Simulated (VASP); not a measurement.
Output of a VASP run:

File OSZICAR:
```
...
DAV:   9    -0.105562944261E+02    0.17391E-03   -0.21863E-03  1520   0.502E-01    0.636E-02
DAV:  10    -0.105563252374E+02   -0.30811E-04   -0.83509E-05  1686   0.728E-02    0.226E-02
DAV:  11    -0.105563324820E+02   -0.72447E-05   -0.12309E-05  1424   0.327E-02    0.415E-03
DAV:  12    -0.105563326709E+02   -0.18885E-06   -0.12724E-06  1042   0.106E-02
   1 F= -.10556333E+02 E0= -.10553677E+02  d E =-.105563E+02
       N       E                     dE             d eps       ncg     rms          rms(c)
DAV:   1    -0.773625037939E+02   -0.66806E+02   -0.12479E+03  1322   0.366E+02    0.962E+01
DAV:   2    -0.157529915881E+02    0.61610E+02   -0.23999E+02  1340   0.170E+02    0.280E+01
DAV:   3    -0.123534081312E+02    0.33996E+01   -0.78394E+00  1466   0.298E+01    0.125E+01
DAV:   4    -0.113957317766E+02    0.95768E+00   -0.85761E+00  1442   0.289E+01    0.959E+00
DAV:   5    -0.113372075156E+02    0.58524E-01   -0.76379E-01  1520   0.104E+01    0.493E+00
DAV:   6    -0.113794798165E+02   -0.42272E-01   -0.46073E-02  1688   0.187E+00    0.980E-01
DAV:   7    -0.113656759429E+02    0.13804E-01   -0.58194E-02  1382   0.265E+00    0.172E-01
DAV:   8    -0.113656208802E+02    0.55063E-04   -0.55693E-04  1618   0.260E-01    0.124E-01
DAV:   9    -0.113656220807E+02   -0.12005E-05   -0.37939E-05  1526   0.557E-02    0.112E-02
DAV:  10    -0.113656230001E+02   -0.91940E-06   -0.84697E-07  1188   0.753E-03
   2 F= -.11365623E+02 E0= -.11366064E+02  d E =-.809290E+00
       N       E                     dE             d eps       ncg     rms          rms(c)
DAV:   1    -0.199498289772E+02   -0.85842E+01   -0.13949E+02  1322   0.152E+02    0.247E+01
DAV:   2    -0.145917920774E+02    0.53580E+01   -0.78887E+01  1316   0.874E+01    0.130E+01
DAV:   3    -0.119432498222E+02    0.26485E+01   -0.59374E+00  1316   0.238E+01    0.825E+00
DAV:   4    -0.117589595261E+02    0.18429E+00   -0.69573E-01  1382   0.523E+00    0.384E+00
DAV:   5    -0.117748440296E+02   -0.15885E-01   -0.14454E-01  1436   0.397E+00    0.191E+00
DAV:   6    -0.117650079227E+02    0.98361E-02   -0.67992E-02  1400   0.253E+00    0.509E-01
DAV:   7    -0.117643686966E+02    0.63923E-03   -0.38407E-03  1682   0.622E-01    0.153E-01
DAV:   8    -0.117643358422E+02    0.32854E-04   -0.57143E-04  1462   0.155E-01    0.395E-02
DAV:   9    -0.117643274172E+02    0.84250E-05   -0.30301E-05  1376   0.495E-02    0.255E-02
DAV:  10    -0.117643288330E+02   -0.14158E-05   -0.16417E-06  1218   0.112E-02    0.812E-03
DAV:  11    -0.117643274958E+02    0.13372E-05   -0.97047E-07   672   0.971E-03    0.275E-03
DAV:  12    -0.117643273750E+02    0.12074E-06   -0.29340E-07   658   0.350E-03
   3 F= -.11764327E+02 E0= -.11764747E+02  d E =-.120799E+01
       N       E                     dE             d eps       ncg     rms          rms(c)
DAV:   1    -0.117802731123E+02   -0.15946E-01   -0.26790E-01  1328   0.629E+00    0.982E-01
DAV:   2    -0.117687739560E+02    0.11499E-01   -0.89479E-02  1322   0.327E+00    0.383E-01
DAV:   3    -0.117652143987E+02    0.35596E-02   -0.80598E-03  1316   0.981E-01    0.118E-01
DAV:   4    -0.117650080046E+02    0.20639E-03   -0.16550E-03  1376   0.329E-01    0.523E-02
DAV:   5    -0.117650325114E+02   -0.24507E-04   -0.46514E-05  1568   0.605E-02    0.266E-02
DAV:   6    -0.117650374745E+02   -0.49631E-05   -0.18679E-05  1430   0.352E-02    0.356E-03
DAV:   7    -0.117650370353E+02    0.43919E-06   -0.84143E-07  1150   0.925E-03
   4 F= -.11765037E+02 E0= -.11765483E+02  d E =-.120870E+01
```

### OUTCAR
```
------------------------ aborting loop because EDIFF is reached ----------------------------------------
  FORCE on cell =-STRESS in cart. coord.  units (eV):
  Direction    XX          YY          ZZ          XY          YZ          ZX
  --------------------------------------------------------------------------------------
  Total        0.0012358      0.0012358      0.0012358     -0.0000000      0.0000000      0.0000000
  in kB        0.0581658      0.0581658      0.0581658     -0.0000000      0.0000000      0.0000000
  external PRESSURE =       0.0581658 kB  Pullay stress =       0.0000000 kB
  volume of cell :       34.04
      direct lattice vectors                 reciprocal lattice vectors
     0.000000000  2.572284084  2.572284084    -0.194379774  0.194379774  0.194379774
     2.572284084 -0.000000000  2.572284084     0.194379774 -0.194379774  0.194379774
     2.572284084  2.572284084  0.000000000     0.194379774  0.194379774 -0.194379774
 POSITION                                       TOTAL-FORCE (eV/Angst)
 -----------------------------------------------------------------------------------
      2.57228      5.14457      2.57228        -0.000000     -0.000000     -0.000000
      2.57228      2.57228      2.57228         0.000000      0.000000      0.000000
 -----------------------------------------------------------------------------------
    total drift:                                0.000000      0.000000      0.000000
  FREE ENERGIE OF THE ION-ELECTRON SYSTEM (eV)
  ---------------------------------------------------
  free  energy   TOTEN  =       -11.7650370353 eV

  energy  without entropy=      -11.7663752345  energy(sigma->0) =      -11.76548310

 reached required accuracy - stopping structural energy minimisation
```
(Selected blocks of OUTCAR.)

File POSCAR:
```
RuSe
1
    0.0000000000     2.8728000000     2.8728000000
    2.8728000000     0.0000000000     2.8728000000
    2.8728000000     2.8728000000     0.0000000000
Ru Se
1 1
Direct
  0.0000000000   0.0000000000   0.0000000000
  0.5000000000   0.5000000000   0.5000000000
```

### Question
Reconstruct the remaining input files.

### Answer
This is not unique; one that fits is the input of the run itself, PBE GGA, plane waves, VASP's PBE PAW potentials (set 64).

**KPOINTS**
```
K-points
0
G
10 10 10
```

### INCAR
```
# general
SYSTEM  = RuSe
PREC    = Accurate
ENCUT   = 400
LREAL   = F
LASPH   = T

# electronic loop
EDIFF   = 1E-6
NELM    = 100
ALGO    = Normal
LMAXMIX = 4

# smearing
ISMEAR  = 1
SIGMA   = 0.1

# functional
GGA     = PE

# ions
IBRION  = 2
NSW     = 60
ISIF    = 3
EDIFFG  = -0.01

# output
LWAVE   = F
LCHARG  = F
```

POTCAR, in this order: Ru_pv Se (PBE.64 set). Program: vasp_std.

Energy and stress use the plane-wave basis of the starting cell.

The structure was generated: RuSe was put into the rock salt type (Fm-3m), which need not be its known phase. This run relaxes it. Symmetry was kept, so distortions that lower it aren't found.
